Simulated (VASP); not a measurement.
All values below come from PBE GGA, VASP's PBE PAW potentials (set 64) (plane waves; VASP).

VASP ran on this input.

KPOINTS:
```
Automatic mesh
0
Gamma
10 10 6
0 0 0
```

INCAR:
```
ALGO  =  Normal
EDIFF  =  1E-8
EDIFFG  =  -0.001
ENCUT  =  400
GGA  =  PE
IBRION  =  1
ISIF  =  2
ISMEAR  =  1
LASPH  =  T
LCHARG  =  F
LMAXMIX  =  6
LREAL  =  F
LWAVE  =  F
NELM  =  100
NSW  =  30
PREC  =  Accurate
SIGMA  =  0.1
SYSTEM  =  Dy
```

**POSCAR**
```
Dy
1
    1.8149381532    -3.1435648876    -0.0000000000
    1.8149381532     3.1435648876    -0.0000000000
   -0.0000000000    -0.0000000000     5.5907981528
Dy
2
Direct
  0.3333330000   0.6666670000   0.2500000000
  0.6666670000   0.3333330000   0.7500000000
```

POTCAR, in this order: Dy_3 (PBE.64 set). Program: vasp_std.

Output

### OUTCAR
```
 ion  position               nearest neighbor table
   1  0.333  0.667  0.250-   2 3.49   2 3.49   2 3.49   2 3.49   2 3.49   2 3.49
   2  0.667  0.333  0.750-   1 3.49   1 3.49   1 3.49   1 3.49   1 3.49   1 3.49
  LATTYP: Found a hexagonal cell.
 ALAT       =     3.6298761277
 C/A-ratio  =     1.5402173397
 Subroutine PRICEL returns:
 Original cell was already a primitive cell.
 Subroutine GETGRP returns: Found 24 space group operations
The static configuration has the point symmetry D_3d.
 The point group associated with its full space group is D_6h.
The dynamic configuration has the point symmetry D_3d.
 Subroutine INISYM returns: Found 24 space group operations
 Subroutine IBZKPT returns following result:
 Found     56 irreducible k-points:

 Following reciprocal coordinates:
            Coordinates               Weight
  0.000000  0.000000  0.000000      1.000000
  0.100000  0.000000  0.000000      6.000000
  0.200000  0.000000  0.000000      6.000000
  0.300000  0.000000  0.000000      6.000000
  0.400000  0.000000  0.000000      6.000000
  0.500000  0.000000  0.000000      3.000000
  0.100000  0.100000  0.000000      6.000000
  0.200000  0.100000  0.000000     12.000000
  0.300000  0.100000  0.000000     12.000000
  0.400000  0.100000  0.000000     12.000000
  0.200000  0.200000  0.000000      6.000000
  0.300000  0.200000  0.000000     12.000000
  0.400000  0.200000  0.000000      6.000000
  0.300000  0.300000  0.000000      6.000000
  0.000000  0.000000  0.166667      2.000000
  0.100000  0.000000  0.166667     12.000000
  0.200000  0.000000  0.166667     12.000000
  0.300000  0.000000  0.166667     12.000000
  0.400000  0.000000  0.166667     12.000000
  0.500000  0.000000  0.166667      6.000000
  0.100000  0.100000  0.166667     12.000000
  0.200000  0.100000  0.166667     24.000000
  0.300000  0.100000  0.166667     24.000000
  0.400000  0.100000  0.166667     24.000000
  0.200000  0.200000  0.166667     12.000000
  0.300000  0.200000  0.166667     24.000000
  0.400000  0.200000  0.166667     12.000000
  0.300000  0.300000  0.166667     12.000000
  0.000000  0.000000  0.333333      2.000000
  0.100000  0.000000  0.333333     12.000000
  0.200000  0.000000  0.333333     12.000000
  0.300000  0.000000  0.333333     12.000000
  0.400000  0.000000  0.333333     12.000000
  0.500000  0.000000  0.333333      6.000000
  0.100000  0.100000  0.333333     12.000000
  0.200000  0.100000  0.333333     24.000000
  0.300000  0.100000  0.333333     24.000000
  0.400000  0.100000  0.333333     24.000000
  0.200000  0.200000  0.333333     12.000000
  0.300000  0.200000  0.333333     24.000000
   k-points           NKPTS =     56   k-points in BZ     NKDIM =     56   number of bands    NBANDS=     13
   number of dos      NEDOS =    301   number of ions     NIONS =      2
   total plane-waves  NPLWV =  20736
   dimension x,y,z NGX =    24 NGY =   24 NGZ =   36
   dimension x,y,z NGXF=    48 NGYF=   48 NGZF=   72
   ions per type =               2
   PREC   = accura    normal or accurate (medium, high low for compatibility)
   ISTART =      0    job   : 0-new  1-cont  2-samecut
   ICHARG =      2    charge: 1-file 2-atom 10-const
   ISPIN  =      1    spin polarized calculation?
   LNONCOLLINEAR =      F non collinear calculations
   LSORBIT =      F    spin-orbit coupling
   INIWAV =      1    electr: 0-lowe 1-rand  2-diag
   ENCUT  =  400.0 eV  29.40 Ry    5.42 a.u.   5.92  5.92  9.12*2*pi/ulx,y,z
   NELM   =    100;   NELMIN=  2; NELMDL= -5     # of ELM steps
   EDIFF  = 0.1E-07   stopping-criterion for ELM
   LREAL  =      F    real-space projection
...
```

File OSZICAR:
```
       N       E                     dE             d eps       ncg     rms          rms(c)
DAV:   1     0.428223407805E+02    0.42822E+02   -0.78205E+03  1456   0.103E+03
DAV:   2    -0.605547089113E+01   -0.48878E+02   -0.47766E+02  1486   0.275E+02
DAV:   3    -0.897097121918E+01   -0.29155E+01   -0.27184E+01  2065   0.362E+01
DAV:   4    -0.906349206408E+01   -0.92521E-01   -0.91491E-01  1852   0.747E+00
DAV:   5    -0.906703279274E+01   -0.35407E-02   -0.35389E-02  2175   0.103E+00    0.241E+01
DAV:   6    -0.906693290405E+01    0.99889E-04   -0.23910E-02  2174   0.144E+00    0.144E+01
DAV:   7    -0.907474322679E+01   -0.78103E-02   -0.45119E-02  2172   0.199E+00    0.248E-01
DAV:   8    -0.907441747387E+01    0.32575E-03   -0.25385E-03  1836   0.418E-01    0.625E-02
DAV:   9    -0.907443170794E+01   -0.14234E-04   -0.21841E-04  1818   0.136E-01    0.323E-02
DAV:  10    -0.907442505553E+01    0.66524E-05   -0.35637E-05  1888   0.481E-02    0.398E-02
DAV:  11    -0.907442594276E+01   -0.88723E-06   -0.38531E-06  1741   0.165E-02    0.149E-03
DAV:  12    -0.907442622987E+01   -0.28711E-06   -0.43706E-07  2075   0.606E-03    0.357E-03
DAV:  13    -0.907442608641E+01    0.14346E-06   -0.53160E-08  1771   0.184E-03    0.318E-04
DAV:  14    -0.907442609459E+01   -0.81782E-08   -0.24584E-09   958   0.549E-04
   1 F= -.90744261E+01 E0= -.90751538E+01  d E =-.907443E+01
```

OUTCAR:
```
------------------------ aborting loop because EDIFF is reached ----------------------------------------
  FORCE on cell =-STRESS in cart. coord.  units (eV):
  Direction    XX          YY          ZZ          XY          YZ          ZX
  --------------------------------------------------------------------------------------
  Total        0.0316077      0.0316077      0.0429222      0.0000000      0.0000000      0.0000000
  in kB        0.7938073      0.7938072      1.0779642      0.0000000      0.0000000      0.0000000
  external PRESSURE =       0.8885262 kB  Pullay stress =       0.0000000 kB
  volume of cell :       63.80
      direct lattice vectors                 reciprocal lattice vectors
     1.814938153 -3.143564888  0.000000000     0.275491481 -0.159055091  0.000000000
     1.814938153  3.143564888  0.000000000     0.275491481  0.159055091  0.000000000
     0.000000000  0.000000000  5.590798153     0.000000000  0.000000000  0.178865338
 POSITION                                       TOTAL-FORCE (eV/Angst)
 -----------------------------------------------------------------------------------
      1.81494      1.04786      1.39770        -0.000000      0.000000      0.000000
      1.81494     -1.04786      4.19310         0.000000     -0.000000      0.000000
 -----------------------------------------------------------------------------------
    total drift:                                0.000000      0.000103     -0.000011
  FREE ENERGIE OF THE ION-ELECTRON SYSTEM (eV)
  ---------------------------------------------------
  free  energy   TOTEN  =        -9.0744260946 eV

  energy  without entropy=       -9.0766092531  energy(sigma->0) =       -9.07515381

 reached required accuracy - stopping structural energy minimisation
```
(Selected blocks of OUTCAR.)

The 4f electrons are frozen in the core of the lanthanide potential, so 4f levels, which can set the real gap, and their magnetism are missing.

The compound is Dy in the hcp structure. It was relaxed first. The start is the result of an earlier pass.
